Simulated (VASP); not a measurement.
A run of VASP 6.6.1:

The input INCAR:

```
ALGO     = Normal         # electronic algorithm
DIPOL    = 0.5 0.5 0.500
EDIFF    = 1E-7           # SCF threshold, eV
ENCUT    = 520            # plane-wave cutoff, eV
GGA      = PE             # functional
IDIPOL   = 3            
ISIF     = 2              # what is computed and relaxed
ISMEAR   = 0              # smearing method
LASPH    = T              # aspherical terms in the spheres
LCHARG   = F              # write CHGCAR
LDIPOL   = T            
LREAL    = F              # projectors in reciprocal space
LWAVE    = F              # write WAVECAR
NBANDS   = 21             # bands
NELM     = 80             # most SCF steps
PREC     = Accurate       # precision mode
SIGMA    = 0.1            # smearing width, eV
```

The input KPOINTS:

```
k-points
0
Gamma
  3 3 1
```

File POSCAR:

```
Pb
1.0
    5.9415320000      0.0000000000      0.0000000000
   -2.9707660000      5.1455170000      0.0000000000
    0.0000000000      0.0000000000     14.0000000000
Pb
2
Direct
    0.3333333300      0.6666666700      0.5000000000
    0.6666666700      0.3333333300      0.5000000000
```

Potentials or basis: VASP PAW PBE potentials, release 64 (Pb_d).

Command:

```bash
$ cat potpaw_PBE.64/Pb_d/POTCAR > POTCAR
$ mpirun -np 1 vasp_std > vasp.out
```

Hardware: 1 thread of Intel(R) Xeon(R) 6975P-C (Granite Rapids) (shared host).

How long does it take, and how much memory?

Wall time 32 s on 1 thread of Intel(R) Xeon(R) 6975P-C (Granite Rapids) (shared host), peak memory 0.5 GiB. Counts: scf iterations 19, k points 3.
